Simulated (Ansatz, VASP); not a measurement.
# Two plane-wave programs on AlSn

File INCAR:

```
  PREC = Accurate
  ENCUT = 520
  EDIFF = 1E-7
  ISMEAR = -1
  SIGMA = 0.05
  LREAL = False
  LASPH = True
  NELM = 80
  ALGO = Fast
  ISIF = 2
  LWAVE = False
  LCHARG = False
  GGA = RP
  NBANDS = 16
```

KPOINTS

```
regular mesh
0
Gamma
  7 7 8
```

POSCAR

```
AlSn
1.0
    4.1981056157      0.0000000000      0.0000000000
   -2.0990528078      3.6356661109      0.0000000000
    0.0000000000      0.0000000000      3.3068470000
Sn Al
1 1
Direct
    0.3333333333      0.6666666667      0.5000000000
    0.0000000000      0.0000000000      0.0000000000
```

The input input.yaml:

```yaml
crystal:
  lattice:
    - [4.1981056157, 0.0, 0.0]
    - [-2.0990528078, 3.6356661109, 0.0]
    - [0.0, 0.0, 3.306847]
  atoms:
    - { symbol: Sn, position: [0.3333333333, 0.6666666667, 0.5] }
    - { symbol: Al, position: [0.0, 0.0, 0.0] }
hamiltonian:
  xc: rpbe
  pseudopotentials: { kind: paw }
kpoints:
  mp_grid: { grid: [7, 7, 8] }
  band_path:
    path:
      - [[0.0, 0.0, 0.0], [0.5, 0.0, 0.0], [0.3333333333, 0.3333333333, 0.0], [0.0, 0.0, 0.0], [0.0, 0.0, 0.5], [0.5, 0.0, 0.5], [0.3333333333, 0.3333333333, 0.5], [0.0, 0.0, 0.5]]
      - [[0.5, 0.0, 0.5], [0.5, 0.0, 0.0]]
      - [[0.3333333333, 0.3333333333, 0.0], [0.3333333333, 0.3333333333, 0.5]]
    npoints: 14
scf:
  occupations: { method: fermi_dirac, width: 0.05 }
  n_extra_bands: 6
output:
  forces: true
  stress: true
  eigenvalues: true
  fatbands: false
```

The cell comes from a database or a generator and needn't be the stable form of this composition.

Alike in both runs: functional RPBE; k mesh 7 × 7 × 8; occupations fermi-dirac, width 0.05 eV; no spin polarisation.

|  | VASP | Ansatz |
| --- | --- | --- |
| version | VASP 6.6.1 | Ansatz 0.2.0 |
| potentials or method | VASP PAW PBE potentials, release 64 (Sn_d, Al) | Ansatz PAW |
| plane-wave cutoff (eV) | 520 | 420 |
| valence electrons in the cell | 17 | 17 |
| task | single point | band structure |

```csv
,VASP,Ansatz,Ansatz less VASP
gap on the k mesh at the Fermi level (eV),none,none,-
pressure (GPa),1.4,1.5,+0.08
largest component of the traceless stress (GPa),0.21,0.22,+0.007
```

A gap of «none» marks a metal or a gap that the smearing closes.

Caveats: the PAW data sets were made with another functional, which shifts forces and pressure a little (VASP); spin-orbit coupling is left out, which moves the levels of the heavy elements (Ansatz); the PAW data sets come from PBE, with cores solved anew for the run's functional, which leaves a small shift of forces and pressure (Ansatz).
